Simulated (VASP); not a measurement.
Set up this calculation in VASP 6.6.1, as the native input.

| Quantity | Value |
| --- | --- |
| Task | relaxation of cell and atoms |
| Functional | PBE |
| Potentials or basis | VASP PAW PBE potentials, release 64 (Ag, B) |
| Cutoff | 600 eV |
| k mesh | 7 × 7 × 4 |
| Occupations | fermi-dirac, width 0.05 eV |
| Spin | no spin polarisation |
| Target pressure | 10 GPa |
| Further INCAR settings | ALGO = Normal; EDIFF = 1e-06; IBRION = 2; EDIFFG = -0.02; NSW = 40; ISIF = 3 |
| Target pressure | 10 GPa |

The structure of AgB4 lies in POSCAR:

```
AgB4
1.0
    3.0321300000      0.0000000000      0.0000000000
   -1.5160700000      2.6259100000      0.0000000000
    0.0000000000      0.0000000000      5.6987400000
Ag B
1 4
Direct
    0.0000000000      0.0000000000      0.0000000000
    0.3333300000      0.6666700000      0.6649500000
    0.6666700000      0.3333300000      0.6649500000
    0.3333300000      0.6666700000      0.3350500000
    0.6666700000      0.3333300000      0.3350500000
```

The cell was built by a generator and needn't be a form met in nature.

The input as run:

INCAR

```
SYSTEM = AgB4
  PREC = Accurate
  ENCUT = 600
  EDIFF = 1E-6
  ISMEAR = -1
  SIGMA = 0.05
  LREAL = .False.
  LASPH = .True.
  NELM = 80
  ALGO = Normal
  ISIF = 3
  LWAVE = .False.
  LCHARG = .False.
  GGA = PE
  IBRION = 2
  NSW = 40
  EDIFFG = -0.02
  PSTRESS = 100
```

KPOINTS

```
regular mesh
0
Gamma
  7 7 4
  0 0 0
```

Potentials or basis: VASP PAW PBE potentials, release 64 (Ag, B).

Launch:

```bash
$ cat potpaw_PBE.64/Ag/POTCAR potpaw_PBE.64/B/POTCAR > POTCAR
$ mpirun -np 1 vasp_std > vasp.out
```

Results of the run:

```
Relaxed volume                                         : 8.82 Å³/atom
Relaxed cell                                           : a = 3.019 Å, b = 3.019 Å, c = 5.591 Å, α = 90.00°, β = 90.00°, γ = 120.00°
Space group after relaxing (to 0.05 Å)                 : P6/mmm (No. 191)
Energy change on relaxing (the enthalpy is what falls) : +11.9 meV/atom
Ionic steps                                            : 11
Pressure after relaxing                                : 10.0 GPa
Band gap on the k mesh                                 : none (metal or under the smearing width)
```

Caveat: the cell is relaxed towards a set pressure, so the enthalpy falls and the energy may rise.

Wall time 100 s on 1 thread of Intel(R) Xeon(R) 6975P-C (Granite Rapids), on a shared host, peak memory 0.21 GiB.
